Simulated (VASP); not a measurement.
Here is the system:

```xyz
4
Lattice="2.2888 -3.4077 0.0000 2.2888 3.4077 0.0000 0.0000 0.0000 8.9101" Properties=species:S:1:pos:R:3 pbc="T T T"
Br     3.9414     0.0000     7.9211
Br     2.9251     0.0000     3.4660
Br     1.6525     0.0000     5.4441
Br     0.6363     0.0000     0.9890
```

Level of theory: PBE GGA, VASP's PBE PAW potentials (set 64) (plane waves; VASP 6.6.1). Settings: 300 eV cut-off, 5×5×2 Γ-centred mesh, Fermi-Dirac smearing of 0.020 eV, potentials Br.

Estimate the energy per atom (σ→0), largest force, band gap (on the k-mesh) with the smallest direct gap where there is one.

```
Item                                         Result
-----------------------------------  --------------
band gap (on the k-mesh)                    1.60 eV
smallest direct gap (on the k-mesh)         1.60 eV
energy per atom (σ→0)                -1.608 eV/atom
largest force                            0.152 eV/Å
```

The absolute energy has meaning only against runs of the same code, potentials and settings.

The structure is a typed Br crystal. The cell was not relaxed at this level.
